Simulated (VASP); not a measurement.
KBr, in a box:

```xyz
2
Lattice="12.0000 0.0000 0.0000 0.0000 10.0000 0.0000 0.0000 0.0000 11.0000" Properties=species:S:1:pos:R:3 pbc="T T T"
K     7.2253    4.5914    6.1453
Br    4.8007    5.4506    4.9227
```

Base run:

```yaml
Program: VASP 6.6.1
Functional: r2SCAN
Potentials_or_basis: VASP PAW PBE potentials, release 64 (K_sv, Br)
Cutoff: 520 eV
k_mesh: 1 × 1 × 1
Occupations: gaussian, width 0.01 eV
Spin: no spin polarisation
```

Its results: gap between the frontier levels 3.90 eV; largest force 0.015 eV/Å.

Problem. After a change of settings the same cell gave: gap between the frontier levels 4.57 eV; largest force 0.035 eV/Å. Which change was it?
A. functional from r2SCAN to PBE; further incar settings from ALGO = Normal; EDIFF = 1e-06 to ALGO = Fast; EDIFF = 1e-06
B. functional from r2SCAN to PBE0
C. functional from r2SCAN to PBE; further incar settings from ALGO = Normal; EDIFF = 1e-06 to ALGO = Normal; EDIFF = 1e-07; NBANDS = 15
D. functional from r2SCAN to PBE; dispersion from none to TS

Solution. B.

PBE0 gives the wider gap, since exact exchange removes part of the self-interaction.

Caveats: the PAW data sets were made with another functional, which shifts forces and pressure a little.
